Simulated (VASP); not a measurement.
## Band gap of MoS2: cutoff, mesh and cell

How far does the LDA gap of MoS2 depend on cutoff, mesh and cell? The starting structure is a measured crystal structure from the Crystallography Open Database. The atoms were first relaxed with LDA in that cell, in a run that isn't shown, and the relaxed structure is the one below.

Program: VASP 6.6.1. Level of theory: Kohn-Sham DFT with plane waves and PAW; LDA. Results are calculated unless marked as measured.

The database entry behind the starting cell differs from later determinations by our own check (about 0.3 % long), so it need not match the best structure at ambient conditions.

## (1) Starting point

Symmetry: P6_3/mmc, No. 194, hexagonal system. The conventional cell has a = 3.169 Å, b = 3.169 Å, c = 12.324 Å, α = 90.00°, β = 90.00°, γ = 120.00°. Nearest to Mo lie 6 S at 2.39 Å. S has 3 Mo at 2.39 Å nearest. Farther neighbours and most contacts between anions are not listed.

As a file:

```cif
data_structure
_symmetry_space_group_name_H-M 'P 1'
_symmetry_Int_Tables_number 1
_cell_length_a 3.1690
_cell_length_b 3.1690
_cell_length_c 12.3240
_cell_angle_alpha 90.000
_cell_angle_beta 90.000
_cell_angle_gamma 120.000
_cell_volume 107.18
loop_
_atom_site_label
_atom_site_type_symbol
_atom_site_fract_x
_atom_site_fract_y
_atom_site_fract_z
_atom_site_occupancy
Mo1 Mo 0.66667 0.33333 0.75000 1
Mo2 Mo 0.33333 0.66667 0.25000 1
S3 S 0.66667 0.33333 0.37502 1
S4 S 0.33333 0.66667 0.87502 1
S5 S 0.66667 0.33333 0.12498 1
S6 S 0.33333 0.66667 0.62498 1
```

## (2) Reference bands

Contents of INCAR:

```
SYSTEM = MoS2
PREC = Accurate
ENCUT = 350
EDIFF = 1E-06
NELM = 100
ISMEAR = 0
SIGMA = 0.03
LREAL = .FALSE.
ALGO = Normal
GGA = CA
NBANDS = 42
LASPH = .TRUE.
LORBIT = 11
LWAVE = .FALSE.
LCHARG = .FALSE.
KPAR = 16
```

Contents of POSCAR:

```
MoS2
1.0
    3.1690000000      0.0000000000      0.0000000000
   -1.5845000000      2.7444345046      0.0000000000
    0.0000000000      0.0000000000     12.3240000000
Mo S
2 4
Direct
    0.6666666667      0.3333333333      0.7500000000
    0.3333333333      0.6666666667      0.2500000000
    0.6666666667      0.3333333333      0.3750242501
    0.3333333333      0.6666666667      0.8750242501
    0.6666666667      0.3333333333      0.1249757499
    0.3333333333      0.6666666667      0.6249757499
```

Contents of KPOINTS:

```
Automatic mesh
0
Gamma
9 9 2
0 0 0
```

Contents of KPOINTS_OPT:

```
Line mode
8
Line-mode
Reciprocal
  0.00000000   0.00000000   0.00000000 GAMMA
  0.50000000   0.00000000   0.00000000 M

  0.50000000   0.00000000   0.00000000 M
  0.33333333   0.33333333   0.00000000 K

  0.33333333   0.33333333   0.00000000 K
  0.00000000   0.00000000   0.00000000 GAMMA

  0.00000000   0.00000000   0.00000000 GAMMA
  0.00000000   0.00000000   0.50000000 A

  0.00000000   0.00000000   0.50000000 A
  0.50000000   0.00000000   0.50000000 L

  0.50000000   0.00000000   0.50000000 L
  0.33333333   0.33333333   0.50000000 H

  0.33333333   0.33333333   0.50000000 H
  0.00000000   0.00000000   0.50000000 A

  0.50000000   0.00000000   0.50000000 L
  0.50000000   0.00000000   0.00000000 M

  0.33333333   0.33333333   0.00000000 K
  0.33333333   0.33333333   0.50000000 H
```

Potentials, in the order of the species: Mo_sv and S (LDA family, release 64).

On the command line:

```sh
$ mpirun -np 16 vasp_std
```

Log:

```text
[banner, memory and clock lines left out]
running   16 mpi-ranks, on    1 nodes
 distrk:  each k-point on    1 cores,   16 groups
 distr:  one band on    1 cores,    1 groups

 POSCAR found type information on POSCAR MoS
 POSCAR found :  2 types and       6 ions
|                                                                             |
|           W    W    AA    RRRRR   N    N  II  N    N   GGGG   !!!           |
|           W    W   A  A   R    R  NN   N  II  NN   N  G    G  !!!           |
|           W    W  A    A  R    R  N N  N  II  N N  N  G       !!!           |
|           W WW W  AAAAAA  RRRRR   N  N N  II  N  N N  G  GGG   !            |
|           WW  WW  A    A  R   R   N   NN  II  N   NN  G    G                |
|           W    W  A    A  R    R  N    N  II  N    N   GGGG   !!!           |
|                                                                             |
|     For optimal performance we recommend to set                             |
|       NCORE = 2 up to number-of-cores-per-socket                            |
|     NCORE specifies how many cores store one orbital (NPAR=cpu/NCORE).      |
|     This setting can greatly improve the performance of VASP for DFT.       |
|     The default, NCORE=1 might be grossly inefficient on modern             |
|     multi-core architectures or massively parallel machines. Do your        |
|     Unfortunately you need to use the default for GW and RPA                |
|     calculations (for HF NCORE is supported but not extensively tested      |
|     yet).                                                                   |
|                                                                             |

 LDA part: xc-table for (Slater(with rela. corr.)+CA(PZ))
 , standard interpolation
 POSCAR, INCAR and KPOINTS ok, starting setup
 FFT: planning ... GRIDC
 FFT: planning ... GRID_SOFT
 FFT: planning ... GRID
 WAVECAR not read
 entering main loop
       N       E                     dE             d eps       ncg     rms          rms(c)
DAV:   1     0.354419350100E+03    0.35442E+03   -0.23337E+04  2224   0.869E+02
DAV:   2    -0.346748125637E+02   -0.38909E+03   -0.37327E+03  2346   0.286E+02
DAV:   3    -0.516410601311E+02   -0.16966E+02   -0.16726E+02  2486   0.566E+01
DAV:   4    -0.518739894699E+02   -0.23293E+00   -0.23265E+00  2392   0.694E+00
DAV:   5    -0.518778298143E+02   -0.38403E-02   -0.38395E-02  2502   0.869E-01    0.357E+01
DAV:   6    -0.496400628435E+02    0.22378E+01   -0.86781E+00  2218   0.194E+01    0.115E+01
DAV:   7    -0.492273351934E+02    0.41273E+00   -0.32528E+00  2160   0.125E+01    0.903E+00
DAV:   8    -0.489076766921E+02    0.31966E+00   -0.56049E-01  2256   0.528E+00    0.201E+00
DAV:   9    -0.489068916137E+02    0.78508E-03   -0.51282E-02  2400   0.908E-01    0.702E-01
DAV:  10    -0.489039424245E+02    0.29492E-02   -0.10348E-02  2244   0.614E-01    0.169E-01
DAV:  11    -0.489039124810E+02    0.29943E-04   -0.90683E-04  2354   0.140E-01    0.105E-01
DAV:  12    -0.489038575984E+02    0.54883E-04   -0.11303E-04  2220   0.459E-02    0.644E-02
DAV:  13    -0.489038484705E+02    0.91279E-05   -0.72285E-05  2380   0.416E-02    0.185E-02
DAV:  14    -0.489038479595E+02    0.51102E-06   -0.54682E-06  2096   0.132E-02
   1 F= -.48903848E+02 E0= -.48903848E+02  d E =-.403657E-49
 Start KPOINTS_OPT (optional k-point list driver)
k-point batch [1-24\72]
       N       E                     dE             ncg
DAV:   1    -0.227661493937E+04   -0.28971E+05     2280
DAV:   2    -0.114631363140E+05   -0.91865E+04     2348
DAV:   3    -0.118486831819E+05   -0.38555E+03     2420
DAV:   4    -0.118538338699E+05   -0.51507E+01     2432
DAV:   5    -0.118539178949E+05   -0.84025E-01     2486
DAV:   6    -0.118539197766E+05   -0.18817E-02     2464
DAV:   7    -0.118539198271E+05   -0.50535E-04     2494
DAV:   8    -0.118539198285E+05   -0.13790E-05     1758
DAV:   9    -0.118539198287E+05   -0.14545E-06     1630
[...]
k-point batch [49-72\72]
       N       E                     dE             ncg
DAV:   1    -0.249006414270E+04   -0.36906E+05     2280
DAV:   2    -0.115370776038E+05   -0.90470E+04     2382
DAV:   3    -0.119137676908E+05   -0.37669E+03     2448
DAV:   4    -0.119187740907E+05   -0.50064E+01     2390
DAV:   5    -0.119188502526E+05   -0.76162E-01     2406
DAV:   6    -0.119188519734E+05   -0.17208E-02     2414
DAV:   7    -0.119188520178E+05   -0.44379E-04     2420
DAV:   8    -0.119188520189E+05   -0.11468E-05     1702
DAV:   9    -0.119188520190E+05   -0.13048E-06     1640
```

Wall time 16 s (16 MPI ranks of Intel Xeon Platinum 8488C (Sapphire Rapids), shared host); peak memory 3.5 GiB; 2.7 min of CPU time.

The logs omit lines about the potential files and the build; timing stands in the text.

OUTCAR, selected parts (step 2):

```text
ion  position               nearest neighbor table
   1  0.667  0.333  0.750-   4 2.39   6 2.39   4 2.39   6 2.39   4 2.39   6 2.39
   2  0.333  0.667  0.250-   3 2.39   5 2.39   3 2.39   5 2.39   3 2.39   5 2.39
   3  0.667  0.333  0.375-   2 2.39   2 2.39   2 2.39
   4  0.333  0.667  0.875-   1 2.39   1 2.39   1 2.39
   5  0.667  0.333  0.125-   2 2.39   2 2.39   2 2.39
   6  0.333  0.667  0.625-   1 2.39   1 2.39   1 2.39

  LATTYP: Found a hexagonal cell.
 ALAT       =     3.1690000000
 C/A-ratio  =     3.8889239508

 Subroutine GETGRP returns: Found 24 space group operations
 (whereof 12 operations were pure point group operations)

The static configuration has the point symmetry D_3d.
 The point group associated with its full space group is D_6h.

 Found     24 irreducible k-points:

   k-points           NKPTS =     24   k-points in BZ     NKDIM =     24   number of bands    NBANDS=     42

   dimension x,y,z NGX =    20 NGY =   20 NGZ =   80
   dimension x,y,z NGXF=    40 NGYF=   40 NGZF=  160

   ENCUT  =  350.0 eV  25.72 Ry    5.07 a.u.   4.83  4.83 18.80*2*pi/ulx,y,z

   NELECT =      52.0000    total number of electrons

 k-points in reciprocal lattice and weights: Automatic mesh
   0.00000000  0.00000000  0.00000000       0.006
   0.11111111  0.00000000  0.00000000       0.037
   0.22222222  0.00000000  0.00000000       0.037
   0.33333333  0.00000000  0.00000000       0.037
   0.44444444  0.00000000  0.00000000       0.037
   0.11111111  0.11111111  0.00000000       0.037
   0.22222222  0.11111111  0.00000000       0.074
   0.33333333  0.11111111  0.00000000       0.074
   0.44444444  0.11111111  0.00000000       0.037
[...]
0.33333333  0.22222222  0.50000000       0.074
   0.33333333  0.33333333  0.50000000       0.012

 average (electrostatic) potential at core
       1 -74.8592       2 -74.8592       3 -85.0016       4 -85.0016       5 -85.0016
       6 -85.0016

 E-fermi :   7.7257

 k-point     1 :       0.0000    0.0000    0.0000
  band No.  band energies     occupation
    ...
     22       5.1063      2.00000
     23       5.1063      2.00000
     24       6.1969      2.00000
     25       6.2339      2.00000
     26       7.4189      2.00000
     27       9.4530      0.00000
     28       9.4530      0.00000
     29       9.4749      0.00000
     30       9.4749      0.00000
     31       9.6964      0.00000
    ...

 k-point     2 :       0.1111    0.0000    0.0000
  band No.  band energies     occupation
    ...
     22       4.8281      2.00000
     23       5.2761      2.00000
     24       6.2380      2.00000
     25       6.3627      2.00000
     26       7.0444      2.00000
     27       9.2538      0.00000
     28       9.2863      0.00000
     29       9.3591      0.00000
     30       9.4721      0.00000
     31       9.5538      0.00000
    ...

 k-point     3 :       0.2222    0.0000    0.0000
  band No.  band energies     occupation
    ...
     22       4.6651      2.00000
     23       5.1668      2.00000
     24       5.9686      2.00000
     25       6.0108      2.00000
     26       6.1525      2.00000
     27       8.6187      0.00000
     28       9.0627      0.00000
     29       9.2723      0.00000
     30       9.3045      0.00000
     31       9.4507      0.00000
    ...

  Total       -3.1189928     -3.1189928     -1.0031582     -0.0000000      0.0000000      0.0000000
  in kB      -46.6227783    -46.6227783    -14.9952328     -0.0000000      0.0000000      0.0000000
  external PRESSURE =     -36.0802631 kB  Pullay stress =       0.0000000 kB

  energy-cutoff  :      350.00
  volume of cell :      107.18
      direct lattice vectors                 reciprocal lattice vectors
     3.169000000  0.000000000  0.000000000     0.315556958  0.182186895  0.000000000
    -1.584500000  2.744434505  0.000000000     0.000000000  0.364373789  0.000000000
     0.000000000  0.000000000 12.324000000     0.000000000  0.000000000  0.081142486

 POSITION                                       TOTAL-FORCE (eV/Angst)
 -----------------------------------------------------------------------------------
      1.58450      0.91481      9.24300        -0.000000      0.000000      0.000000
     -0.00000      1.82962      3.08100         0.000000     -0.000000      0.000000
      1.58450      0.91481      4.62180         0.000000     -0.000000     -0.000311
     -0.00000      1.82962     10.78380        -0.000000      0.000000     -0.000311
      1.58450      0.91481      1.54020        -0.000000     -0.000000      0.000311
     -0.00000      1.82962      7.70220        -0.000000      0.000000      0.000311
 -----------------------------------------------------------------------------------
    total drift:                               -0.000000      0.000000     -0.000000

  FREE ENERGIE OF THE ION-ELECTRON SYSTEM (eV)
  ---------------------------------------------------
  free  energy   TOTEN  =       -48.9038479595 eV

  energy  without entropy=      -48.9038479595  energy(sigma->0) =      -48.90384796

 total charge
# of ion       s       p       d       tot
------------------------------------------
    1        2.300   6.228   3.997  12.525
    2        2.300   6.228   3.997  12.525
    3        1.362   2.333   0.000   3.695
    4        1.362   2.333   0.000   3.695
    5        1.362   2.333   0.000   3.695
    6        1.362   2.333   0.000   3.695
--------------------------------------------------
tot         10.048  21.788   7.993  39.829

[... 3 further parts left out ...]
```

Spin-orbit coupling is off here; it would split degenerate levels. At this level the cell is under a tension of 3.6 GPa, so at these settings it is away from equilibrium.

The reference gap is 0.841 eV.

## (3) Bands with cell and atoms relaxed by LDA

Against step 2 the input has another starting structure. The cell comes from a relaxation at this level, not shown (101.89 Å³).

INCAR is that of step 2.

Contents of POSCAR:

```
MoS2
1.0
    3.1230348294      0.0000000000      0.0000000000
   -1.5615174147      2.7046274992      0.0000000000
    0.0000000000      0.0000000000     12.0623122252
Mo S
2 4
Direct
    0.6666666667      0.3333333333      0.7500000000
    0.3333333333      0.6666666667      0.2500000000
    0.6666666667      0.3333333333      0.3788659893
    0.3333333333      0.6666666667      0.8788659893
    0.6666666667      0.3333333333      0.1211340107
    0.3333333333      0.6666666667      0.6211340107
```

KPOINTS is that of step 2.

KPOINTS_OPT is that of step 2.

On the command line:

```sh
$ mpirun -np 16 vasp_std
```

Log:

```text
[banner, memory and clock lines left out]
running   16 mpi-ranks, on    1 nodes
[...]
[... a notice as in an earlier step ...]

 LDA part: xc-table for (Slater(with rela. corr.)+CA(PZ))
 , standard interpolation
 POSCAR, INCAR and KPOINTS ok, starting setup
[...]
entering main loop
       N       E                     dE             d eps       ncg     rms          rms(c)
DAV:   1     0.353360636965E+03    0.35336E+03   -0.23227E+04  2200   0.874E+02
DAV:   2    -0.351242783225E+02   -0.38848E+03   -0.37288E+03  2370   0.288E+02
DAV:   3    -0.515819023027E+02   -0.16458E+02   -0.16214E+02  2520   0.564E+01
DAV:   4    -0.517970754482E+02   -0.21517E+00   -0.21494E+00  2440   0.673E+00
[...]
DAV:  12    -0.489511487550E+02    0.57818E-04   -0.12657E-04  2254   0.499E-02    0.653E-02
DAV:  13    -0.489511447954E+02    0.39596E-05   -0.55916E-05  2390   0.356E-02    0.193E-02
DAV:  14    -0.489511439013E+02    0.89411E-06   -0.46840E-06  2092   0.124E-02
   1 F= -.48951144E+02 E0= -.48951144E+02  d E =-.137716E-18
 Start KPOINTS_OPT (optional k-point list driver)
k-point batch [1-24\72]
       N       E                     dE             ncg
DAV:   1    -0.123706290692E+04   -0.28650E+05     2232
DAV:   2    -0.106736718605E+05   -0.94366E+04     2358
DAV:   3    -0.110625772842E+05   -0.38891E+03     2446
DAV:   4    -0.110676419061E+05   -0.50646E+01     2392
DAV:   5    -0.110677194825E+05   -0.77576E-01     2462
DAV:   6    -0.110677212041E+05   -0.17216E-02     2480
DAV:   7    -0.110677212459E+05   -0.41752E-04     2470
DAV:   8    -0.110677212469E+05   -0.10850E-05     1776
DAV:   9    -0.110677212471E+05   -0.11686E-06     1668
[...]
k-point batch [49-72\72]
       N       E                     dE             ncg
DAV:   1    -0.158473762203E+04   -0.36649E+05     2264
DAV:   2    -0.107461758171E+05   -0.91614E+04     2350
DAV:   3    -0.111346765837E+05   -0.38850E+03     2404
DAV:   4    -0.111397237679E+05   -0.50472E+01     2392
DAV:   5    -0.111397940322E+05   -0.70264E-01     2368
DAV:   6    -0.111397955342E+05   -0.15020E-02     2472
DAV:   7    -0.111397955689E+05   -0.34703E-04     2398
DAV:   8    -0.111397955697E+05   -0.79584E-06     1694
```

Run time: 10 s. Hardware: 16 MPI ranks; peak memory 3.4 GiB; 2.5 min of CPU time.

Parts of OUTCAR (step 3):

```text
  Total       -0.2394529     -0.2394529     -0.2393444      0.0000000      0.0000000      0.0000000
  in kB       -3.7654408     -3.7654408     -3.7637339      0.0000000      0.0000000      0.0000000
  external PRESSURE =      -3.7648719 kB  Pullay stress =       0.0000000 kB

 POSITION                                       TOTAL-FORCE (eV/Angst)
 -----------------------------------------------------------------------------------
      1.56152      0.90154      9.04673        -0.000000      0.000000      0.000000
     -0.00000      1.80308      3.01558        -0.000000     -0.000000      0.000000
      1.56152      0.90154      4.57000         0.000000      0.000000      0.004594
     -0.00000      1.80308     10.60116        -0.000000      0.000000      0.004594
      1.56152      0.90154      1.46116         0.000000      0.000000     -0.004594
     -0.00000      1.80308      7.49231        -0.000000     -0.000000     -0.004594
 -----------------------------------------------------------------------------------
    total drift:                               -0.000000      0.000000     -0.000000

  FREE ENERGIE OF THE ION-ELECTRON SYSTEM (eV)
  ---------------------------------------------------
  free  energy   TOTEN  =       -48.9511439013 eV

  energy  without entropy=      -48.9511439013  energy(sigma->0) =      -48.95114390

[... 1 part as in an earlier step ...]

[... 2 further parts left out ...]
[key lines of the parts left out:]
E-fermi :   8.2556
```

With cell and atoms relaxed by LDA the gap is 0.727 eV, -0.114 eV from the reference.

## (4) Bands with no band path

Against step 2 the input has no band path (also changed: NBANDS).

Changes to INCAR since step 3:

```diff
@@ -10,3 +10,3 @@
 GGA = CA
-NBANDS = 42
+NBANDS = 32
 LASPH = .TRUE.
```

Contents of POSCAR:

```
MoS2
1.0
    3.1690000000      0.0000000000      0.0000000000
   -1.5845000000      2.7444345046      0.0000000000
    0.0000000000      0.0000000000     12.3240000000
Mo S
2 4
Direct
    0.6666666667      0.3333333333      0.7500000000
    0.3333333333      0.6666666667      0.2500000000
    0.6666666667      0.3333333333      0.3750242501
    0.3333333333      0.6666666667      0.8750242501
    0.6666666667      0.3333333333      0.1249757499
    0.3333333333      0.6666666667      0.6249757499
```

KPOINTS is that of step 3.

On the command line:

```sh
$ mpirun -np 16 vasp_std
```

Log:

```text
[... set-up lines as in an earlier step ...]
 entering main loop
       N       E                     dE             d eps       ncg     rms          rms(c)
DAV:   1     0.365407104416E+03    0.36541E+03   -0.24243E+04  1744   0.114E+03
DAV:   2    -0.328072613794E+02   -0.39821E+03   -0.38810E+03  1976   0.347E+02
DAV:   3    -0.515037364333E+02   -0.18696E+02   -0.18560E+02  1912   0.685E+01
DAV:   4    -0.518680606126E+02   -0.36432E+00   -0.36275E+00  1888   0.949E+00
[...]
DAV:  13    -0.489038500193E+02    0.16074E-04   -0.18092E-04  2008   0.723E-02    0.211E-02
DAV:  14    -0.489038480858E+02    0.19335E-05   -0.19651E-05  1896   0.278E-02    0.814E-03
DAV:  15    -0.489038481754E+02   -0.89634E-07   -0.79147E-07  1272   0.473E-03
   1 F= -.48903848E+02 E0= -.48903848E+02  d E =-.963177E-13
```

Run time: 4.4 s. Hardware: 16 MPI ranks; peak memory 2.7 GiB.

Parts of OUTCAR (step 4):

```text
  Total       -3.1167783     -3.1167783     -1.0073147     -0.0000000      0.0000000     -0.0000000
  in kB      -46.5896762    -46.5896762    -15.0573642     -0.0000000      0.0000000     -0.0000000
  external PRESSURE =     -36.0789056 kB  Pullay stress =       0.0000000 kB

 POSITION                                       TOTAL-FORCE (eV/Angst)
 -----------------------------------------------------------------------------------
      1.58450      0.91481      9.24300        -0.000000     -0.000000      0.000000
     -0.00000      1.82962      3.08100         0.000000      0.000000      0.000000
      1.58450      0.91481      4.62180        -0.000000      0.000000     -0.000422
     -0.00000      1.82962     10.78380        -0.000000     -0.000000     -0.000422
      1.58450      0.91481      1.54020         0.000000      0.000000      0.000422
     -0.00000      1.82962      7.70220        -0.000000     -0.000000      0.000422
 -----------------------------------------------------------------------------------
    total drift:                               -0.000000      0.000000     -0.000000

  FREE ENERGIE OF THE ION-ELECTRON SYSTEM (eV)
  ---------------------------------------------------
  free  energy   TOTEN  =       -48.9038481754 eV

  energy  without entropy=      -48.9038481754  energy(sigma->0) =      -48.90384818

[... 1 part as in an earlier step ...]

[... 2 further parts left out ...]
[key lines of the parts left out:]
E-fermi :   7.5560
```

With no band path the gap is 0.888 eV, +0.047 eV from the reference, read on the mesh alone.

(Part 1 of 2 ends here.)

[Lines on the potential files, build, host, timing and source positions are cut from VASP's logs without a mark.]

[Logs are printed without paths, hosts, clocks, repeated set-up lines and the standing remarks that a program may print on its own settings, such as how far it seeks lower states.]

[Hosts, paths, dates, database ids (printed as entryN), source tags and the programs' standing remarks are cut or masked in the printed files.]
